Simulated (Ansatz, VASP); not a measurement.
## AgRh in VASP and in Ansatz

```
CELL_PARAMETERS angstrom
2.74005 0.00000 0.00000
-1.37002 2.37295 0.00000
0.00000 0.00000 4.74361
ATOMIC_POSITIONS crystal
Ag 0.00000 0.00000 0.50000
Rh 0.66667 0.33333 0.00000
```

The cell comes from a database or a generator and needn't be the stable form of this composition.

Alike in both runs: task single point; functional PBE; k mesh 11 × 11 × 6; occupations fermi-dirac, width 0.05 eV; no spin polarisation.

|  | VASP | Ansatz |
| --- | --- | --- |
| version | VASP 6.6.1 | Ansatz 0.2.0 |
| potentials or method | VASP PAW PBE potentials, release 64 (Ag, Rh_pv) | Ansatz PAW |
| plane-wave cutoff (eV) | 520 | 420 |
| valence electrons in the cell | 26 | 36 |

```csv
,VASP,Ansatz,Ansatz less VASP
gap on the k mesh at the Fermi level (eV),none,none,-
pressure (GPa),4.2,4.3,+0.14
largest component of the traceless stress (GPa),1.32,1.36,+0.044
```

A gap of «none» marks a metal or a gap that the smearing closes. The two sets of potentials don't hold the same shells in valence.
